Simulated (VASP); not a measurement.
# Ge3Pd under changes of volume

One of the cells (18.121 Å³/atom); the others are scaled copies at fixed shape and fractional positions:

```xyz
4
Lattice="4.1695 0.0000 0.0000 0.0000 4.1695 0.0000 0.0000 0.0000 4.1695" Properties=species:S:1:pos:R:3 pbc="T T T"
Pd    0.0000    0.0000    0.0000
Ge    2.0847    2.0847    0.0000
Ge    2.0847    0.0000    2.0847
Ge    0.0000    2.0847    2.0847
```

The cell comes from a database or a generator and needn't be the stable form of this composition.

* Program: VASP 6.6.1
* Functional: PBEsol
* Potentials or basis: VASP PAW PBE potentials, release 64 (Pd, Ge_d)
* Cutoff: 520 eV
* k mesh: 7 × 7 × 7
* Occupations: fermi-dirac, width 0.05 eV
* Spin: no spin polarisation

```csv
volume (Å³/atom),energy over the lowest point (meV/atom),pressure (GPa)
16.700,0.00,1.1
17.055,0.05,-1.1
17.410,4.64,-3.0
18.121,25.20,-6.2
18.476,40.31,-7.5
18.831,?,?
```

Problem. What does the run at 18.831 Å³/atom give?

Solution. Energy over the lowest point 58.13 meV/atom; pressure -8.6 GPa.

Worked out: A Birch-Murnaghan fit of order 3 (a polynomial in V^(-2/3)) to the other rows has its minimum at 16.87 Å³/atom with B0 = V·E''(V) = 103 GPa and B' = 5.0. It gives 58.11 meV/atom at 18.831 Å³/atom, against the run's 58.13, and -dE/dV = -8.6 GPa, against -8.6.

Energies are extrapolated to zero smearing.

Caveats: the PAW data sets were made with another functional, which shifts forces and pressure a little.
